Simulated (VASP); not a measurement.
Input:

```
As
1.0
    3.65130    -1.90916    -0.02659
    3.65130     1.90916    -0.02659
    2.67606     0.00000     3.13309
As
2
Direct
  0.22878   0.22878   0.22878
  0.77122   0.77122   0.77122
```

The numbers are results of rev-vdW-DF2, VASP's PBE PAW potentials (set 64) (plane waves; VASP), not measurements. Settings: 520 eV cut-off, Gaussian smearing of 0.050 eV, potentials As.

### Question
Give the energies of bands 2 to 8 at the high-symmetry points, in eV from the Fermi level.

### Answer

```
band      Γ       T      H2       L      S0      F
----  -----  ------  ------  ------  ------  -----
2     -5.95  -10.06  -10.54  -11.02  -10.71  -9.55
3     -2.36   -1.63   -5.67   -2.55   -5.95  -5.96
4     -1.95   -1.63   -5.27   -2.49   -3.46  -4.11
5     -1.95   -0.70   -1.22   -0.35   -3.39  -4.00
6      1.90    0.60    1.06   -0.32    3.14   1.71
7      2.94    0.60    5.26    0.31    3.24   5.31
8      2.94    1.57    5.41    1.12    5.40   6.55
```

It has no gap at this level: it comes out as a metal or semimetal.

The compound is As in the a7 structure. It was relaxed first.
